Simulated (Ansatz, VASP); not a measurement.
# PtSe2 (1T-PtSe2 bilayer, AB) in two plane-wave programs, part 2 of 2

Wanted: the spread between two codes on one cell, functional and k mesh. The cell is taken from a series of runs on this material, whose earlier steps may have relaxed, scaled, displaced or heated it; both programs get it as it stands.

VASP 6.6.1 and Ansatz 0.2.0.

So far: The starting structure; VASP: single point, PBE with D3(BJ).

## (3) Ansatz: single point, PBE with D3(BJ)

Level of this step: Ansatz beside VASP: Kohn-Sham DFT, plane waves, PBE with D3(BJ) (Ansatz).

Ansatz runs on its PAW soft_1 files.

The same cell, functional, mesh and smearing now go to Ansatz, which takes its cutoff from its data sets.

Input file input.yaml:

```yaml
crystal:
  lattice:
    - [3.7079729272, 0.0, 0.0]
    - [-1.8539864636, 3.2111987515, 0.0]
    - [0.0, 0.0, 26.2158988048]
  atoms:
    - { symbol: Se, position: [0.6666666667, 0.3333333333, 0.3433031256] }
    - { symbol: Pt, position: [0.0, 0.0, 0.3939244704] }
    - { symbol: Se, position: [0.3333333333, 0.6666666667, 0.4442387324] }
    - { symbol: Se, position: [0.0, 0.0, 0.5557612676] }
    - { symbol: Pt, position: [0.3333333333, 0.6666666667, 0.6060755296] }
    - { symbol: Se, position: [0.6666666667, 0.3333333333, 0.6566968744] }
kpoints:
  mp_grid: { grid: [12, 12, 1] }
  band_path:
    path: [[0, 0, 0], [0.5, 0, 0], [0.33333333, 0.33333333, 0], [0, 0, 0]]
    npoints: 16
hamiltonian:
  xc: pbe
  dispersion: d3bj
  pseudopotentials: { kind: paw, azcp: { folder: soft_1 } }
scf:
  occupations: { method: fermi_dirac, width: 0.05 }
  convergence: { dr2_threshold: 1.0e-10 }
efield:
  axis: 3
  dipole_correction: true
  ramp_position: 0.97
  ramp_width: 0.06
  amplitude: 0
output:
  dos: { projected: true, e_range: [-6, 5] }
  bader: true
  write_potential: true
  write_density: true
  volumetric_format: npy
  elf: true
```

Started as:

```bash
$ ansatz run input.yaml --threads 4 --pin off --max-ram 6144MiB --backend cpu --events-out ev --progress --plain --runs-dir out
```

Numbers of over 12 decimals in the logs are rounded to 6 here.

Output:

```text
Engine: ansatz 0.2.0, aarch64-unknown-linux-gnu
Pseudopotentials: kind: paw
Pseudopotential: Se, paw, valence charge 16, recommended cutoff 420 eV (normal), soft_1/Se.paw.azcp
Pseudopotential: Pt, paw, valence charge 18, recommended cutoff 420 eV (normal), soft_1/Pt.paw.azcp
Functional definition: PBE
  parameter kappa = 0.804
  parameter beta = 0.066725
  exchange = pbe_x(kappa = kappa, mu = beta*pi^2/3)
  correlation = pbe_c(beta = beta)
Crystal: 6 atoms, lattice volume = 312.154 Å³
Basis set: ecut = 420 eV, 6135 PW (Γ)
Bands: 60, of which v1, the nominal top of the filled ones, is band 50 counted from 1 (49 counted from 0)
Symmetry: 6 space group operations
k-points: 19 of 144 (time reversal used)
Non-local potential: Se, projectors of the file, l = 0: 2, l = 1: 2, l = 2: 3, l = 3: 1
Non-local potential: Pt, projectors of the file, l = 0: 3, l = 1: 2, l = 2: 2, l = 3: 1
PAW form: soft (Blöchl's): semilocal exchange-correlation on the pseudo side does not see the compensation charge
PAW one-centre angular grid: Se, 590 points (default); XC on 64 Gauss nodes
PAW one-centre angular grid: Pt, 590 points (default); XC on 64 Gauss nodes
Initial density: superposition of atomic densities (neutral atoms: chi_scale 0, normalization atom)
Initial wavefunctions: pseudopotential atomic-orbital guess
Functional: x = pbe(κ = 0.804, μ = 0.219515), c = pbe(β = 0.066725)
SCF iter   1: F=—  HF=-46931.831190 eV  |F-HF|=—  |Δ(HF+E_count)|=         —  Δρ=5.05e-2  dr2=8.73e0  ethr=3.10e-3  p=0.000 e·Å  D=3.59e-14 V/Å  ΔV_dip=-0.00 eV  dr2_dipole=9.92e-10  V_vac-E_F(+/−)=4.73/4.73 eV  ⟨swp⟩=8.5  Hψ=4647  notcnv=0  defer=7
efield: sawtooth ramp at fractional position 0.9700 (set: `efield.ramp_position`, or a place that a band, a saddle search or an elastic batch's reference lends), width 0.0600; the density the first Hamiltonian is built on has a dipole p = 0.000 e·Å; the dipole correction subtracts the counter field D = 3.59e-14 V/Å, which shifts the + side's vacuum level by -0.00 eV against the − side's; the planar-averaged density in the ramp window peaks in size at 3.4e-6 e/Å³
preconditioner: auto → Resta (q_TF=auto, 2.257 Å⁻¹)  ε∞=3.2  [insulator: Δε(μ)=1.067 eV  Ē_g=9.453 eV  σ=0.050 eV  W_gap=1.00  n_scr=72 (ndim 8)  ℏωp=13.9 eV  f_vac=0.569  D(μ)=0.00/eV (n_scr^D=0)  ε∞_Penn≈3.2  vacuum switching on, ρ_ref=6.5e-3 e/Å³]
SCF iter   2: F=—  HF=-46930.735790 eV  |F-HF|=—  |Δ(HF+E_count)|=    1.10e0  Δρ=2.21e-2  dr2=2.69e0  ethr=3.10e-3  p=0.000 e·Å  D=3.47e-6 V/Å  ΔV_dip=-0.00 eV  dr2_dipole=2.23e-8  V_vac-E_F(+/−)=5.40/5.40 eV  ⟨swp⟩=3.0  Hψ=2511  notcnv=0  defer=64
SCF iter   3: F=—  HF=-46930.268275 eV  |F-HF|=—  |Δ(HF+E_count)|=   4.68e-1  Δρ=1.09e-2  dr2=1.72e-1  ethr=2.69e-3  p=-0.000 e·Å  D=-1.65e-5 V/Å  ΔV_dip=0.00 eV  dr2_dipole=3.99e-8  V_vac-E_F(+/−)=5.06/5.06 eV  ⟨swp⟩=2.0  Hψ=1600  notcnv=0  defer=56
SCF iter   4: F=—  HF=-46930.265082 eV  |F-HF|=—  |Δ(HF+E_count)|=   3.19e-3  Δρ=2.60e-3  dr2=1.90e-1  ethr=1.72e-4  p=0.000 e·Å  D=1.10e-4 V/Å  ΔV_dip=-0.00 eV  dr2_dipole=3.13e-6  V_vac-E_F(+/−)=4.94/4.94 eV  ⟨swp⟩=3.0  Hψ=1639  notcnv=0  defer=57
SCF iter   5: F=—  HF=-46930.250849 eV  |F-HF|=—  |Δ(HF+E_count)|=   1.42e-2  Δρ=9.24e-4  dr2=1.39e-2  ethr=1.72e-4  p=-0.000 e·Å  D=-5.59e-5 V/Å  ΔV_dip=0.00 eV  dr2_dipole=8.44e-7  V_vac-E_F(+/−)=4.79/4.79 eV  ⟨swp⟩=2.7  Hψ=1336  notcnv=0  defer=57
SCF iter   6: F=—  HF=-46930.250145 eV  |F-HF|=—  |Δ(HF+E_count)|=   7.04e-4  Δρ=3.34e-4  dr2=4.69e-4  ethr=1.39e-5  p=0.000 e·Å  D=5.72e-5 V/Å  ΔV_dip=-0.00 eV  dr2_dipole=8.52e-7  V_vac-E_F(+/−)=4.82/4.82 eV  ⟨swp⟩=2.0  Hψ=1366  notcnv=0  defer=57
SCF iter   7: F=—  HF=-46930.250401 eV  |F-HF|=—  |Δ(HF+E_count)|=   2.56e-4  Δρ=1.18e-4  dr2=1.38e-4  ethr=4.69e-7  p=-0.001 e·Å  D=-3.30e-4 V/Å  ΔV_dip=0.01 eV  dr2_dipole=2.91e-5  V_vac-E_F(+/−)=4.82/4.82 eV  ⟨swp⟩=2.3  Hψ=1902  notcnv=0  defer=57
SCF iter   8: F=—  HF=-46930.250424 eV  |F-HF|=—  |Δ(HF+E_count)|=   2.36e-5  Δρ=1.08e-4  dr2=3.42e-4  ethr=1.38e-7  p=0.001 e·Å  D=7.69e-4 V/Å  ΔV_dip=-0.02 eV  dr2_dipole=1.59e-4  V_vac-E_F(+/−)=4.81/4.83 eV  ⟨swp⟩=2.0  Hψ=1485  notcnv=0  defer=57  recentre
SCF iter   9: F=—  HF=-46930.250389 eV  |F-HF|=—  |Δ(HF+E_count)|=   3.52e-5  Δρ=4.76e-5  dr2=1.72e-5  ethr=1.38e-7  p=-0.000 e·Å  D=-1.18e-4 V/Å  ΔV_dip=0.00 eV  dr2_dipole=3.63e-6  V_vac-E_F(+/−)=4.82/4.82 eV  ⟨swp⟩=2.0  Hψ=1266  notcnv=0  defer=57
SCF iter  10: F=—  HF=-46930.250409 eV  |F-HF|=—  |Δ(HF+E_count)|=   1.96e-5  Δρ=1.09e-5  dr2=7.39e-7  ethr=1.72e-8  p=-0.000 e·Å  D=-1.19e-5 V/Å  ΔV_dip=0.00 eV  dr2_dipole=5.09e-8  V_vac-E_F(+/−)=4.82/4.82 eV  ⟨swp⟩=2.0  Hψ=1479  notcnv=0  defer=57
SCF iter  11: F=—  HF=-46930.250466 eV  |F-HF|=—  |Δ(HF+E_count)|=   5.69e-5  Δρ=3.68e-6  dr2=7.06e-8  ethr=7.39e-10  p=-0.000 e·Å  D=-6.48e-7 V/Å  ΔV_dip=0.00 eV  dr2_dipole=1.22e-11  V_vac-E_F(+/−)=4.82/4.82 eV  ⟨swp⟩=2.1  Hψ=1742  notcnv=0  defer=57
SCF iter  12: F=—  HF=-46930.250466 eV  |F-HF|=—  |Δ(HF+E_count)|=   5.06e-8  Δρ=2.68e-6  dr2=4.34e-8  ethr=7.06e-11  p=-0.000 e·Å  D=-5.65e-7 V/Å  ΔV_dip=0.00 eV  dr2_dipole=7.76e-12  V_vac-E_F(+/−)=4.82/4.82 eV  ⟨swp⟩=2.1  Hψ=1901  notcnv=0  defer=57
SCF iter  13: F=—  HF=-46930.250466 eV  |F-HF|=—  |Δ(HF+E_count)|=   1.02e-9  Δρ=8.26e-7  dr2=4.56e-9  ethr=4.34e-11  p=0.000 e·Å  D=3.11e-7 V/Å  ΔV_dip=-0.00 eV  dr2_dipole=2.31e-11  V_vac-E_F(+/−)=4.82/4.82 eV  ⟨swp⟩=2.0  Hψ=1400  notcnv=0  defer=57
SCF iter  14: F=—  HF=-46930.250466 eV  |F-HF|=—  |Δ(HF+E_count)|=   2.94e-9  Δρ=3.84e-7  dr2=1.14e-9  ethr=4.56e-12  p=-0.000 e·Å  D=-8.34e-8 V/Å  ΔV_dip=0.00 eV  dr2_dipole=8.19e-13  V_vac-E_F(+/−)=4.82/4.82 eV  ⟨swp⟩=2.1  Hψ=1603  notcnv=0  defer=57
SCF iter  15: F=—  HF=-46930.250466 eV  |F-HF|=—  |Δ(HF+E_count)|=  6.69e-10  Δρ=1.62e-7  dr2=4.07e-10  ethr=1.14e-12  p=-0.000 e·Å  D=-4.75e-8 V/Å  ΔV_dip=0.00 eV  dr2_dipole=3.59e-13  V_vac-E_F(+/−)=4.82/4.82 eV  ⟨swp⟩=2.0  Hψ=1443  notcnv=0  defer=57
SCF iter  16: F=-46930.250466 eV  HF=-46930.250466 eV  |F-HF|=5.82e-11  |Δ(HF+E_count)|=  9.46e-11  Δρ=7.69e-8  dr2=3.97e-11  ethr=1.00e-12  p=0.000 e·Å  D=1.59e-7 V/Å  ΔV_dip=-0.00 eV  dr2_dipole=3.74e-12  V_vac-E_F(+/−)=4.82/4.82 eV  ⟨swp⟩=12.8  Hψ=3653  notcnv=0
SCF 1 converged in 16 iterations: F = -46930.250466 eV  dr2 = 3.97e-11
  greatest PAW one-centre occupation: 1.000 electrons in one spin orbital (limit 2), on the Pt atom at site 1 (counted from 0), in its partial waves of l = 0
NSCF: frozen V_eff on 49 k-points
efield: sawtooth ramp at fractional position 0.9700 (kept from the solve that this one continues, or follows in the run), width 0.0600; the density the first Hamiltonian is built on has a dipole p = 0.000 e·Å; the dipole correction subtracts the counter field D = 1.59e-7 V/Å, which shifts the + side's vacuum level by -0.00 eV against the − side's; the planar-averaged density in the ramp window peaks in size at 3.4e-6 e/Å³
WARN: The output density's exchange-correlation potential varies sharply where the density is thin. Do not read a vacuum level from v_tot or v_xc, or from such a field of the output density. On a cell that repeats whose density bears no net charge and no dipole along the vacuum's axis use v_es (v_loc + v_h of the components); under efield.dipole_correction with no amplitude use v_es + v_field, which holds any externa [...]
SCF converged after 16 iterations
Free energy (F): -46930.250466 eV
Harris-Foulkes:  -46930.250466 eV  (|F-HF|=5.82e-11)
Internal energy: -46930.250307 eV  (E = F + TS)
E sigma→0 (E₀):  -46930.250386 eV
Entropy (-TS):   -0.000158 eV (-0.026 meV/atom)
Fermi energy:    2.024318 eV
Dipole field:    D = -0.000002 V/Å  (p = -0.000003 e·Å, saw-weighted, corrected)
Work function:   Φ+ = 4.8169 eV   Φ− = 4.8169 eV
Levels:          The Fermi level and band energies are counted from a zero that moves with the ramp; work functions are not
--- Per-component energies (eV) ---
  E_band       = -3012.562640
  E_kinetic    = 1633.743103
  E_local      = -136139.301883  (includes V_loc(G=0)·N_el)
  E_nonlocal   = -1008.880644
  E_hartree    = 67397.901744
  E_xc         = -804.755851
  E_vxc        = -903.872879  (∫ρ·V_xc dr)
  E_paw        = -27488.943522  (= ΣΔE_a)
  E_vpaw       = -1390.055842  (= ΣTr[D̂ρ^β])
  E_aug_tail   = 0.000758  (compensation charges beyond the density's cutoff)
  E_efield     = 0.000000  (sawtooth field / dipole correction)
  E_vefield    = 0.000000  (∫n·V_field dr)
  E_ewald      = 49482.167416
  E_disp       = -2.181429  (pairwise vdW)
  E_smearing   = -0.000158  (= −TS)
  E_closure    = 0.000000  (closes the sum)
  Σ components = -46930.250466   (vs F -46930.250466, Δ=0.00e0)
--- Band table (eV; the first three rows and the last of 19) ---
  k-point 0: bands = [... 46 lower, 1.0786, 1.2184, 1.2184, 1.3365, 4.0508, 4.0508, 4.1787, 4.1787, ... 6 higher]
  k-point 1: bands = [... 46 lower, 1.0786, 1.1081, 1.2274, 1.6245, 3.5433, 3.7114, 3.9206, 4.0830, ... 6 higher]
  k-point 2: bands = [... 46 lower, 0.9753, 1.0010, 1.1657, 1.6076, 2.7521, 3.0476, 3.6906, 3.9029, ... 6 higher]
  k-point 18: bands = [... 46 lower, 0.1262, 0.2293, 0.2293, 0.2298, 2.5653, 2.9256, 2.9256, 3.2937, ... 6 higher]
--- Bader charges: 6 sites ---
  site symbol  charge [e]  shift [e]
     0     Se     -0.0605     0.0019
     1     Pt      0.1118     0.0039
     2     Se     -0.0513     0.0020
     3     Se     -0.0513     0.0020
     4     Pt      0.1118     0.0039
     5     Se     -0.0605     0.0019
  estimated error of the sums over rays = 6.7e-4 e
```

The column dr2 measures how far the density is from self-consistency, as an energy; F and HF (Harris–Foulkes) agree once it is small.

## (4) Side by side

Known differences besides the potentials themselves: the data sets hold 100 valence electrons in Ansatz (on its PAW soft_1 files) and 44 in VASP; the cutoff is 420 eV in Ansatz and 400 eV in VASP. Total energies have different zeros and are not compared.

The two programs side by side:

```csv
quantity,Ansatz,VASP,difference
gap on the k mesh (eV),0.660,0.650,+0.010
```

A gap on the mesh is an upper bound, since the band edges may lie between its points; neither run holds spin-orbit coupling, which can move the band edges of a compound of Pt. With vacuum in the cell, a pressure given here is an average over mostly empty space and none of the material.

## (5) Results

| Quantity | Value |
| --- | --- |
| difference in gap on the k mesh (single point, PBE with D3(BJ)) | 0.0099 eV |

In words: The difference in gap on the k mesh is 0.0099 eV (single point, PBE with D3(BJ)), within the 0.08 eV picked in this series as the mark of a large difference. The data sets hold unlike numbers of valence electrons (100 in Ansatz and 44 in VASP), so part of the differences comes from the potentials. How closely two codes agree says nothing of how well the functional describes the real material.

[Lines on the potential files, build, host, timing and source positions are cut from VASP's logs without a mark.]

[Logs are printed without paths, hosts, clocks, repeated set-up lines and the standing remarks that a program may print on its own settings, such as how far it seeks lower states.]

[Hosts, paths, dates, database ids (printed as entryN), source tags and the programs' standing remarks are cut or masked in the printed files.]
